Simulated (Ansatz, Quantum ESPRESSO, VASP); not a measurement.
# One structure in several programs: ScSi2Cu2 (I4/mmm, 5 atoms in the cell)

Self-consistent single point, at a second geometry (lattice scaled by 0.98). First geometry:

```
Sc(CuSi)2
1.0
   -1.90284     1.90284     5.01380
    1.90284    -1.90284     5.01380
    1.90284     1.90284    -5.01380
Sc Si Cu
1 2 2
Cartesian
  0.00000   0.00000   0.00000
  0.00000   0.00000   6.15224
  0.00000   0.00000   3.87537
  1.90284   0.00000   2.50690
  0.00000   1.90284   2.50690
```

Shared settings, as Ansatz (an electronic-structure program) writes them: kpoints.mp_grid.grid = 9 9 9; scf.occupations.method = fermi_dirac; scf.occupations.width = 0.01 Ry. Potentials and cutoffs stand in the table.

```
code                                                            model  ΔF from the first geometry (meV/atom)  pressure (GPa)  largest force (eV/Å)   cutoff
----------------  ---------------------------------------------------  -------------------------------------  --------------  --------------------  -------
Ansatz                            LDA (PW92), PAW files made with PBE                                  -12.9            1.83                 0.145  30.9 Ry
Quantum ESPRESSO  LDA (PZ), GBRV 1.5 ultrasoft (LDA) pseudopotentials                                  -11.8            1.61                 0.117    50 Ry
VASP                     LDA (PZ), VASP's LDA PAW potentials (set 64)                                   -9.4            1.02                 0.100   300 eV
```

For Quantum ESPRESSO (by 0.4 GPa) and VASP (by 1.4 GPa) the energy change implies a higher mean pressure, against the two pressures, than for the other programs: a sign of finite-basis (Pulay) stress.

On Ansatz's run: spin polarisation is off.

The spread over the programs that give each value: ΔF from the first geometry within 3.5 meV/atom; pressure within 0.81 GPa; largest force within 0.045 eV/Å.

Ansatz's pressure is given at a fixed set of plane waves, as the other plane-wave codes print theirs; with its correction for the finite basis it is 1.87 GPa. The same LDA comes in different parametrisations, which differ slightly.

VASP's run is marked for a possible Pulay error in its stress at this cutoff; no cutoff test was made.

The starting cell comes from a database of computed structures (which also holds hypothetical and non-ambient phases and stackings), without a prior relaxation at this level. Its lattice was rescaled by a random factor within 2.5 % of one. For this run, on top of that: lattice scaled by 0.98.

Left out of this page: GPAW, FLEUR and SIESTA (not drawn, or without a comparable value).

Keys are those of Ansatz 0.2.
